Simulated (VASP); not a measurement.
# MgSiH2O4 (Pm) in VASP: reference runs

Reference runs on MgSiH2O4: the cell as given and a disturbed copy.

Program: VASP 6.6.1. These are calculated values, not measurements. Logs are shortened: lines on timing, memory, paths and dates and some standing lists are left out, and cuts for length are marked.

## Step 1: Starting point

Symmetry: Pm, No. 6, monoclinic system. Conventional cell: a = 4.335 Å, b = 2.860 Å, c = 4.801 Å, α = 90.00°, β = 93.34°, γ = 90.00°. Around Si (site symmetry m) lie 6 O at 1.71 to 1.94 Å. Mg (site symmetry m) has 6 O at 2.00 to 2.20 Å as nearest neighbours. O (site symmetry m) has 1 H at 1.44 Å as nearest neighbours. O (site symmetry m) has 1 H at 1.05 Å as nearest neighbours. O (site symmetry m) is surrounded by 1 H at 1.06 Å. O (site symmetry m) has 1 H at 1.50 Å and 1 Si at 1.71 Å as nearest neighbours. H (site symmetry m) has 1 O at 1.06 Å as nearest neighbours. H (site symmetry m) is surrounded by 1 O at 1.05 Å.

The cell comes from a database or a generator and needn't be the stable form of this composition.

## Step 2: Single point, PBE

Input file INCAR:

```
SYSTEM = MgSiH2O4
PREC     = Accurate       ! precision mode
ENCUT    = 520            ! plane-wave cutoff, eV
EDIFF    = 1E-7           ! SCF threshold, eV
ISMEAR   = -1             ! smearing method
SIGMA    = 0.05           ! smearing width, eV
LREAL    = .False.        ! projectors in reciprocal space
LASPH    = .True.         ! aspherical terms in the spheres
NELM     = 60             ! most SCF steps
ALGO     = Normal         ! electronic algorithm
ISIF     = 2              ! what is computed and relaxed
LWAVE    = .False.        ! write WAVECAR
LCHARG   = .False.        ! write CHGCAR
GGA      = PE             ! functional
NBANDS   = 26             ! bands
```

Input file KPOINTS:

```
Automatic mesh
0
Gamma
  6 9 6
  0 0 0
```

Input file POSCAR:

```
MgSiH2O4
1.0
    4.3350540000      0.0000000000      0.0000000000
    0.0000000000      2.8596080000      0.0000000000
   -0.2798850000      0.0000000000      4.7929770000
Si Mg O H
1 1 4 2
Direct
    0.0009840000      0.0000000000      0.0024690000
    0.5003580000      0.5000000000      0.4753870000
    0.7718940000      0.5000000000      0.1064160000
    0.8025930000      0.0000000000      0.6586460000
    0.2480940000      0.5000000000      0.8594230000
    0.2237060000      0.0000000000      0.3090920000
    0.4653540000      0.5000000000      0.9714580000
    0.9785170000      0.0000000000      0.5169080000
```

Potentials or basis: VASP PAW PBE potentials, release 64 (Si, Mg, O, H).

Started as:

```sh
cat potpaw_PBE.64/Si/POTCAR potpaw_PBE.64/Mg/POTCAR potpaw_PBE.64/O/POTCAR potpaw_PBE.64/H/POTCAR > POTCAR
mpirun -np 1 vasp_std > vasp.out
```

OUTCAR:

```text
SYSTEM = MgSiH2O4
   PREC = Accurate
   ENCUT = 520
   EDIFF = 1E-7
   ISMEAR = -1
   LREAL = .False.
   LASPH = .True.
   NELM = 60
   ISIF = 2
   GGA = PE

 ion  position               nearest neighbor table
   1  0.001  0.000  0.002-   6 1.71   4 1.82   3 1.83   3 1.83   5 1.94   5 1.94   2 3.36   2 3.36

   2  0.500  0.500  0.475-   6 2.00   6 2.00   4 2.10   4 2.10   3 2.18   5 2.20   1 3.36   1 3.36

   3  0.772  0.500  0.106-   1 1.83   1 1.83   2 2.18
   4  0.803  0.000  0.659-   8 1.05   1 1.82   2 2.10   2 2.10
   5  0.248  0.500  0.859-   7 1.06   1 1.94   1 1.94   2 2.20
   6  0.224  0.000  0.309-   1 1.71   2 2.00   2 2.00
   7  0.465  0.500  0.971-   5 1.06
   8  0.979  0.000  0.517-   4 1.05

  LATTYP: Found a simple monoclinic cell.
 ALAT       =     4.3350540000
 B/A-ratio  =     0.6596476076
 C/A-ratio  =     1.1075160682
 COS(beta)  =    -0.0582955060

  Lattice vectors:

 A1 = (   4.3350540000,   0.0000000000,   0.0000000000)
 A2 = (   0.0000000000,   2.8596080000,   0.0000000000)
 A3 = (  -0.2798850000,   0.0000000000,   4.7929770000)

Analysis of symmetry for initial positions (statically):
=====================================================================
 Subroutine PRICEL returns:
 Original cell was already a primitive cell.

 Routine SETGRP: Setting up the symmetry group for a
 simple monoclinic supercell.

 Subroutine GETGRP returns: Found  2 space group operations
 (whereof  2 operations were pure point group operations)
 out of a pool of  4 trial point group operations.

The static configuration has the point symmetry C_1h.

Analysis of symmetry for dynamics (positions and initial velocities):
=====================================================================
 Subroutine PRICEL returns:
 Original cell was already a primitive cell.

 Routine SETGRP: Setting up the symmetry group for a
 simple monoclinic supercell.

 Subroutine GETGRP returns: Found  2 space group operations
 (whereof  2 operations were pure point group operations)
 out of a pool of  4 trial point group operations.

The dynamic configuration has the point symmetry C_1h.

 Subroutine INISYM returns: Found  2 space group operations
 (whereof  2 operations are pure point group operations),
 and found     1 'primitive' translations

----------------------------------------------------------------------------------------

                                     Primitive cell

  volume of cell :      59.4164

  direct lattice vectors                    reciprocal lattice vectors
     4.335054000  0.000000000  0.000000000     0.230677634  0.000000000  0.013470378
     0.000000000  2.859608000  0.000000000     0.000000000  0.349698280  0.000000000
    -0.279885000  0.000000000  4.792977000     0.000000000  0.000000000  0.208638598

  length of vectors
     4.335054000  2.859608000  4.801141962     0.231070599  0.349698280  0.208638598

  position of ions in fractional coordinates (direct lattice)
     0.000984000  0.000000000  0.002469000
     0.500358000  0.500000000  0.475387000
     0.771894000  0.500000000  0.106416000
     0.802593000  0.000000000  0.658646000
     0.248094000  0.500000000  0.859423000
     0.223706000  0.000000000  0.309092000
     0.465354000  0.500000000  0.971458000
     0.978517000  0.000000000  0.516908000

  ion indices of the primitive-cell ions
   primitive index   ion index
                 1           1
                 2           2
                 3           3
                 4           4
                 5           5
                 6           6
                 7           7
                 8           8

----------------------------------------------------------------------------------------

 KPOINTS: Automatic mesh

Automatic generation of k-mesh.
 Grid dimensions read from file:
 generate k-points for:    6    9    6

 Generating k-lattice:

  Cartesian coordinates                     Fractional coordinates (reciprocal lattice)
     0.038446272  0.000000000  0.002245063     0.166666667  0.000000000  0.000000000
     0.000000000  0.038855364  0.000000000     0.000000000  0.111111111  0.000000000
     0.000000000  0.000000000  0.034773100     0.000000000  0.000000000  0.166666667

  Length of vectors
     0.038511767  0.038855364  0.034773100

  Shift w.r.t. Gamma in fractional coordinates (k-lattice)
     0.000000000  0.000000000  0.000000000

 Subroutine IBZKPT returns following result:
 ===========================================

 Found    100 irreducible k-points:

 Following reciprocal coordinates:
            Coordinates               Weight
  0.000000  0.000000  0.000000      1.000000
  0.166667  0.000000 -0.000000      2.000000
  0.333333  0.000000  0.000000      2.000000
  0.500000  0.000000  0.000000      1.000000
  0.000000  0.111111  0.000000      2.000000
  0.166667  0.111111 -0.000000      4.000000
[... 16 lines left out ...]
  0.333333  0.000000  0.166667      2.000000
  0.500000  0.000000  0.166667      2.000000
 [... further k-points ...]
   k-points           NKPTS =    100   k-points in BZ     NKDIM =    100   number of bands    NBANDS=     26
   number of dos      NEDOS =    301   number of ions     NIONS =      8
   total plane-waves  NPLWV =  27648
   dimension x,y,z NGX =    32 NGY =   24 NGZ =   36
   dimension x,y,z NGXF=    64 NGYF=   48 NGZF=   72
   ions per type =               1   1   4   2
   NGX,Y,Z   is equivalent  to a cutoff of  12.27, 13.95, 12.47 a.u.
   NGXF,Y,Z  is equivalent  to a cutoff of  24.54, 27.91, 24.93 a.u.
 SYSTEM =  MgSiH2O4
   PREC   = accura    normal or accurate (medium, high low for compatibility)
   ISTART =      0    job   : 0-new  1-cont  2-samecut
   ICHARG =      2    charge: 1-file 2-atom 10-const
   ISPIN  =      1    spin polarized calculation?
   LNONCOLLINEAR =      F non collinear calculations
   LSORBIT =      F    spin-orbit coupling
   LASPH  =      T    aspherical Exc in radial PAW
   ENCUT  =  520.0 eV  38.22 Ry    6.18 a.u.   8.06  5.32  8.93*2*pi/ulx,y,z
   NELM   =     60;   NELMIN=  2; NELMDL= -5     # of ELM steps
   EDIFF  = 0.1E-06   stopping-criterion for ELM
   LREAL  =      F    real-space projection
   EDIFFG = 0.1E-05   stopping-criterion for IOM
   NSW    =      0    number of steps for IOM
   IBRION =     -1    ionic relax: 0-MD 1-quasi-New 2-CG
   NFREE  =      0    steps in history (QN), initial steepest desc. (CG)
   ISIF   =      2    stress and relaxation
   ISYM   =      2    0-nonsym 1-usesym 2-fastsym
   POTIM  = 0.5000    time-step for ionic-motion
   TEBEG  =    0.0;   TEEND  =   0.0 temperature during run
   PSTRESS=    0.0 pullay stress
   NELECT =      32.0000    total number of electrons
   NUPDOWN=      -1.0000    fix difference up-down
   EMIN   =  10.00;   EMAX   =-10.00  energy-range for DOS
   EFERMI =   0.00;   METHOD = LEGACY
   ISMEAR =    -1;   SIGMA  =   0.05  broadening in eV -4-tet -1-fermi 0-gaus
   EFERMI_NEDOS =   21; number of points for ismear=-14 and -15
   IALGO  =     38    algorithm
   IMIX   =      4    mixing-type and parameters
     AMIX     =   0.40;   BMIX     =  1.00
     AMIX_MAG =   1.60;   BMIX_MAG =  1.00
  volume/ion in A,a.u.               =       7.43        50.12
  Fermi-wavevector in a.u.,A,eV,Ry     =   1.331954  2.517029 24.138132  1.774103
  Thomas-Fermi vector in A             =   2.460926
   LORBIT       =      0    0 simple, 1 ext, 2 COOP (PROOUT), +10 PAW based schemes
   GGA     = PE    functional components
   LHFCALC =     F    Hartree Fock is set to
   AEXX    =    0.0000 exact exchange contribution
   IVDW    =     0    specifies the selected vdW correction
   LEPSILON=     F    determine dielectric tensor
   LRPA    =     F    only Hartree local field effects (RPA)
 non-spin polarized calculation
  energy-cutoff  :      520.00
  volume of cell :       59.42
 maximum number of plane-waves:      1620
   NGX = 17   NGY = 11   NGZ = 17

 number of electron      32.0000008 magnetization

 Free energy of the ion-electron system (eV)
  ---------------------------------------------------
  ext. energy  EPLUGINS =         0.00000000
  ---------------------------------------------------
  free energy    TOTEN  =       -49.70008908 eV

  energy without entropy =      -49.70008908  energy(sigma->0) =      -49.70008908

 E-fermi :   5.1176     XC(G=0): -11.1191

 val. band max:        3.9849579432   @ k =   0.0000   0.0000   0.5000
 cond. band min:       8.7566048198   @ k =   0.0000   0.0000   0.0000
 fundamental gap:      4.7716468766
 Fermi energy:         5.1175765854

 k-point     1 :       0.0000    0.0000    0.0000
  band No.  band energies     occupation
      1     -16.4096      2.00000
      2     -14.0914      2.00000
      3     -13.4426      2.00000
      4     -12.6013      2.00000
      5      -4.4610      2.00000
      6      -2.8315      2.00000
[... 18 lines left out ...]
     25      17.4850      0.00000
     26      19.7498      0.00000

 k-point     2 :       0.1667    0.0000   -0.0000
  band No.  band energies     occupation
      1     -16.2988      2.00000
      2     -14.1962      2.00000
      3     -13.5139      2.00000
      4     -12.6284      2.00000
      5      -4.1484      2.00000
      6      -2.8848      2.00000
[... 18 lines left out ...]
     25      17.4253      0.00000
     26      19.5034      0.00000

 k-point     3 :       0.3333    0.0000    0.0000
  band No.  band energies     occupation
      1     -16.0065      2.00000
      2     -14.5388      2.00000
      3     -13.6102      2.00000
      4     -12.6500      2.00000
      5      -3.7305      2.00000
      6      -2.7619      2.00000
[... 572 lines left out ...]
 k-point    23 :       0.3333    0.0000    0.1667
  band No.  band energies     occupation
      1     -15.9371      2.00000
      2     -14.5543      2.00000
      3     -13.7592      2.00000
      4     -12.5957      2.00000
      5      -3.5631      2.00000
      6      -2.7773      2.00000
[... 18 lines left out ...]
     25      17.9659      0.00000
     26      18.9763      0.00000

 k-point    24 :       0.5000    0.0000    0.1667
  band No.  band energies     occupation
      1     -15.7180      2.00000
      2     -14.7896      2.00000
      3     -13.7872      2.00000
      4     -12.6361      2.00000
      5      -3.5160      2.00000
      6      -2.6172      2.00000
[... 18 lines left out ...]
     25      18.1356      0.00000
     26      18.4861      0.00000

 [... further k-points ...]
[... 5 lines left out ...]
  --------------------------------------------------------------------------------------
  -------------------------------------------------------------------------------------
  Total       -0.1018452     -0.1485008     -0.0784623      0.0000000      0.0000000     -0.0961731
  in kB       -2.7462806     -4.0043595     -2.1157534      0.0000000      0.0000000     -2.5933312
  external PRESSURE =      -2.9554645 kB  Pullay stress =       0.0000000 kB

 VOLUME and BASIS-vectors are now :
 -----------------------------------------------------------------------------
  energy-cutoff  :      520.00
  volume of cell :       59.42
      direct lattice vectors                 reciprocal lattice vectors
     4.335054000  0.000000000  0.000000000     0.230677634  0.000000000  0.013470378
     0.000000000  2.859608000  0.000000000     0.000000000  0.349698280  0.000000000
    -0.279885000  0.000000000  4.792977000     0.000000000  0.000000000  0.208638598

 POSITION                                       TOTAL-FORCE (eV/Angst)
 -----------------------------------------------------------------------------------
      0.00357      0.00000      0.01183         0.020641      0.000000      0.022984
      2.03603      1.42980      2.27852         0.010896      0.000000     -0.035285
      3.31642      1.42980      0.51005        -0.028080      0.000000      0.024552
      3.29494      0.00000      3.15688        -0.089342      0.000000      0.038385
      0.83496      1.42980      4.11919         0.095164      0.000000     -0.002899
      0.88327      0.00000      1.48147         0.098096      0.000000     -0.022034
      1.74544      1.42980      4.65618        -0.093689      0.000000     -0.057241
      4.09725      0.00000      2.47753        -0.013685      0.000000      0.031537
 -----------------------------------------------------------------------------------
    total drift:                                0.000014     -0.000000      0.000251

  FREE ENERGIE OF THE ION-ELECTRON SYSTEM (eV)
  ---------------------------------------------------
  free  energy   TOTEN  =       -49.7000890837 eV

  energy  without entropy=      -49.7000890837  energy(sigma->0) =      -49.70008908
```

Run time: 47 s. Hardware: 1 thread of Intel Xeon 6975P-C (Granite Rapids), shared host; peak memory 0.27 GiB.

What came out:

- Free energy: -49.7001 eV
- Pressure: -0.3 GPa
- Largest force: 0.110 eV/Å
- Band gap on the k mesh: 4.77 eV, indirect (least direct gap 4.81 eV)

Forces on the atoms (eV/Å):
```
Si   0.021  0.000  0.023
Mg   0.011  0.000 -0.035
O   -0.028  0.000  0.025
O   -0.089  0.000  0.038
O    0.095  0.000 -0.003
O    0.098  0.000 -0.022
H   -0.094  0.000 -0.057
H   -0.014  0.000  0.032
```

Caveat: an odd mesh through Γ misses points on the zone boundary, where band edges often lie.

## Step 3: Single point, PBE (atoms moved at random, drawn with an rms of 0.05 Å)

Input file INCAR:

```
  PREC = Accurate
  ENCUT = 520
  EDIFF = 1E-7
  ISMEAR = -1
  SIGMA = 0.05
  LREAL = F
  LASPH = T
  NELM = 60
  ALGO = Normal
  ISIF = 2
  LWAVE = F
  LCHARG = T
  GGA = PE
  LELF = T
  LVHAR = T
  NBANDS = 26
```

Input file KPOINTS:

```
regular mesh
0
Gamma
  6 9 6
```

Input file POSCAR:

```
MgSiH2O4
1.0
    4.3350540000      0.0000000000      0.0000000000
    0.0000000000      2.8596080000      0.0000000000
   -0.2798850000      0.0000000000      4.7929770000
Si Mg O H
1 1 4 2
Direct
   -0.0014590000     -0.0005350000     -0.0037520000
    0.5112170000      0.5263800000      0.4825140000
    0.7847070000      0.5017120000      0.1048830000
    0.7979590000      0.0057320000      0.6675380000
    0.2608240000      0.5091750000      0.8642730000
    0.2236870000     -0.0127720000      0.3123780000
    0.4669420000      0.4848460000      0.9741650000
    0.9762590000     -0.0073550000      0.5164660000
```

Potentials or basis: VASP PAW PBE potentials, release 64 (Si, Mg, O, H).

Started as:

```sh
cat potpaw_PBE.64/Si/POTCAR potpaw_PBE.64/Mg/POTCAR potpaw_PBE.64/O/POTCAR potpaw_PBE.64/H/POTCAR > POTCAR
mpirun -np 1 vasp_std > vasp.out
```

OUTCAR:

```text
PREC = Accurate
   ENCUT = 520
   EDIFF = 1E-7
   ISMEAR = -1
   LREAL = F
   LASPH = T
   NELM = 60
   ISIF = 2
   GGA = PE

 ion  position               nearest neighbor table
   1  0.999  0.999  0.996-   6 1.76   4 1.76   3 1.79   3 1.80   5 1.93   5 1.98
   2  0.511  0.526  0.483-   6 1.96   4 2.02   4 2.10   6 2.12   5 2.18   3 2.22
   3  0.785  0.502  0.105-   1 1.79   1 1.80   2 2.22
   4  0.798  0.006  0.668-   8 1.09   1 1.76   2 2.02   2 2.10
[... 914 lines left out ...]
  Total        0.3933438      0.2808825      0.4042014      0.1083457      0.2112207      0.9309041
  in kB       10.6066094      7.5740624     10.8993850      2.9215671      5.6956150     25.1020489
  external PRESSURE =       9.6933522 kB  Pullay stress =       0.0000000 kB

 VOLUME and BASIS-vectors are now :
 -----------------------------------------------------------------------------
  energy-cutoff  :      520.00
  volume of cell :       59.42
      direct lattice vectors                 reciprocal lattice vectors
     4.335054000  0.000000000  0.000000000     0.230677634  0.000000000  0.013470378
     0.000000000  2.859608000  0.000000000     0.000000000  0.349698280  0.000000000
    -0.279885000  0.000000000  4.792977000     0.000000000  0.000000000  0.208638598

 POSITION                                       TOTAL-FORCE (eV/Angst)
 -----------------------------------------------------------------------------------
      4.04989      2.85808      4.77499         1.050868      0.037453      1.513926
      2.08110      1.50524      2.31268        -0.568455     -0.779316     -0.406549
      3.37239      1.43470      0.50270        -0.567790     -0.211565      0.320033
      3.27236      0.01639      3.19949         0.757826      0.087831     -0.990529
      0.88879      1.45604      4.14244        -1.159968     -0.317319     -0.952358
      0.88227      2.82309      1.49722        -0.114531      0.746622      0.030563
      1.75156      1.38647      4.66915         0.500363      0.300616      0.426017
      4.08758      2.83858      2.47541         0.101687      0.135678      0.058898
 -----------------------------------------------------------------------------------
    total drift:                               -0.000028     -0.000284      0.000881

  FREE ENERGIE OF THE ION-ELECTRON SYSTEM (eV)
  ---------------------------------------------------
  free  energy   TOTEN  =       -49.5125553641 eV

  energy  without entropy=      -49.5125553640  energy(sigma->0) =      -49.51255536
```

It took 79 s on 1 thread of Intel Xeon 6975P-C (Granite Rapids), shared host; peak memory 0.34 GiB.

What came out:

* Free energy: -49.5126 eV
* Pressure: 1.0 GPa
* Largest force: 1.843 eV/Å
* Band gap on the k mesh: 4.48 eV, direct

Forces on the atoms (eV/Å):
```
Si   1.051  0.037  1.514
Mg  -0.568 -0.779 -0.407
O   -0.568 -0.212  0.320
O    0.758  0.088 -0.991
O   -1.160 -0.317 -0.952
O   -0.115  0.747  0.031
H    0.500  0.301  0.426
H    0.102  0.136  0.059
```

Levels at points of the mesh, in eV from the valence-band top:
| k point | band 14 | band 15 | band 16 | band 17 | band 18 | band 19 |
| --- | --- | --- | --- | --- | --- | --- |
| (0.00, 0.00, 0.00) | -0.91 | -0.43 | 0.00 | 4.48 | 7.25 | 8.60 |
| (0.50, 0.00, 0.00) | -1.08 | -1.00 | -0.04 | 6.31 | 7.18 | 8.41 |
| (0.00, 0.00, 0.50) | -1.54 | -0.55 | -0.01 | 6.45 | 7.36 | 9.11 |
| (0.50, 0.00, 0.50) | -1.64 | -0.54 | -0.10 | 6.85 | 7.22 | 9.14 |

Caveat: an odd mesh through Γ misses points on the zone boundary, where band edges often lie.
